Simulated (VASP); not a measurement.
Method: PW91 GGA, VASP's PBE PAW potentials (set 64) (plane waves; VASP).

The input files of a VASP run:

**INCAR**
```
SYSTEM = Ge
PREC = Accurate; ENCUT = 520; LREAL = F
LASPH = T
EDIFF = 1E-6; NELM = 100; ALGO = Normal
LMAXMIX = 4
ISMEAR = 0; SIGMA = 0.05
GGA = 91
IBRION = 2; NSW = 60; ISIF = 3
EDIFFG = -0.01
LWAVE = F; LCHARG = F
```

File POSCAR:
```
Ge
1
    0.0000000000     2.8290000000     2.8290000000
    2.8290000000     0.0000000000     2.8290000000
    2.8290000000     2.8290000000     0.0000000000
Ge
2
Direct
  0.0000000000   0.0000000000   0.0000000000
  0.2500000000   0.2500000000   0.2500000000
```

**KPOINTS**
```
Automatic mesh
0
Gamma
7 7 7
0 0 0
```

POTCAR, in this order: Ge_d (PBE.64 set). Program: vasp_std.

Energy and stress use the plane-wave basis of the starting cell.

Q: What does the run give for the energy per atom (σ→0), volume per atom, band gap (on the k-mesh)?

A: 
```yaml
energy per atom (σ→0): -4.530 eV/atom
band gap (on the k-mesh): none (metal, semimetal or under 0.01 eV)
volume_per_atom: 23.81 Å³/atom
```

**OSZICAR**
```
...
   4 F= -.90610628E+01 E0= -.90608783E+01  d E =-.257673E-01
       N       E                     dE             d eps       ncg     rms          rms(c)
DAV:   1    -0.906201930290E+01   -0.95704E-03   -0.12567E-02   952   0.231E+00    0.174E-01
DAV:   2    -0.906137052131E+01    0.64878E-03   -0.92243E-04   932   0.621E-01    0.867E-02
DAV:   3    -0.906116208634E+01    0.20843E-03   -0.35536E-04   940   0.342E-01    0.202E-02
DAV:   4    -0.906114442826E+01    0.17658E-04   -0.41457E-05   910   0.134E-01    0.432E-03
DAV:   5    -0.906114434707E+01    0.81183E-07   -0.29210E-06   534   0.344E-02
   5 F= -.90611443E+01 E0= -.90609482E+01  d E =-.258489E-01
```

The compound is Ge in the diamond structure. This run relaxes it. Symmetry was kept, so distortions that lower it aren't found.
